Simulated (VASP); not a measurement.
VASP runs on VBiO$_{4}$ (space group I4_1/a) share one base input (revPBE GGA, plane waves, VASP's PBE PAW potentials (set 64)) and change the settings named in each case.

File POSCAR:
```
VBiO4
1
   -2.5451760000     2.5451760000     5.7601290000
    2.5451760000    -2.5451760000     5.7601290000
    2.5451760000     2.5451760000    -5.7601290000
V Bi O
2 2 8
Direct
  0.5000000000   0.5000000000   0.0000000000
  0.2500000000   0.7500000000   0.5000000000
  0.0000000000   0.0000000000   0.0000000000
  0.7500000000   0.2500000000   0.5000000000
  0.1708500000   0.5619000000   0.8910100000
  0.3119000000   0.9208900000   0.8910500000
  0.6708900000   0.2798400000   0.1089900000
  0.0298400000   0.4208500000   0.1089500000
  0.5791500000   0.6881000000   0.6089900000
  0.4381000000   0.3291100000   0.6089500000
  0.0791100000   0.9701600000   0.3910100000
  0.7201600000   0.8291500000   0.3910500000
```

### INCAR
```
ALGO  =  Normal
EDIFF  =  1E-6
ENCUT  =  400
GGA  =  RE
ISIF  =  2
ISMEAR  =  -1
LASPH  =  .TRUE.
LCHARG  =  .FALSE.
LMAXMIX  =  4
LREAL  =  .FALSE.
LWAVE  =  .FALSE.
NELM  =  100
PREC  =  Accurate
SIGMA  =  0.02
SYSTEM  =  VBiO4
```

KPOINTS:
```
Automatic mesh
0
Gamma
5 5 5
0 0 0
```

POTCAR, in this order: V_sv Bi_d O (PBE.64 set). Program: vasp_std.

| change | E(σ→0) (eV/atom) | pressure (GPa) | largest force (eV/Å) |
|---|---|---|---|
| base run | -7.0642 | 6.00 | 0.337 |
| ENCUT = 240 | -7.3243 | -93.09 | 0.688 |
| KPOINTS 2×2×2 Γ-centred mesh | -7.0626 | 6.15 | 0.327 |
| KPOINTS 2×2×2 Γ-centred mesh shifted by (0.5, 0.5, 0.5) | -7.0618 | 6.20 | 0.309 |
| KPOINTS 3×3×3 Γ-centred mesh | -7.0647 | 5.98 | 0.340 |
| KPOINTS 3×3×3 Γ-centred mesh shifted by (0.5, 0.5, 0.5) | -7.0642 | 5.93 | 0.341 |
| KPOINTS 4×4×4 Γ-centred mesh | -7.0639 | 5.98 | 0.336 |
| KPOINTS 4×4×4 Γ-centred mesh shifted by (0.5, 0.5, 0.5) | -7.0638 | 5.97 | 0.336 |
| KPOINTS 5×5×5 Γ-centred mesh shifted by (0.5, 0.5, 0.5) | -7.0641 | 5.98 | 0.337 |
| KPOINTS 5×5×5 Γ-centred mesh shifted by (0, 0, 0.5) | -7.0640 | 5.98 | 0.336 |
 Energies of different potentials or functionals have different zeros.  Unless said otherwise, spin-orbit coupling is left out, though it shifts the bands of the heavy elements here.

Left out are runs that ran out of time, are held back, or changed the cell or the kind of run, fixed moments of cells without a moment, rows past the twelfth, gaps on odd meshes, pressures of charged cells and columns that move by less than the noise.

The structure comes from a computed database's VBiO4 entry; how it stands against other phases isn't given here. The cell was not relaxed at this level, forces remain on its atoms, its lattice was scaled by up to 2.5 %. The run is not spin-polarised, so no magnetic state was tried.
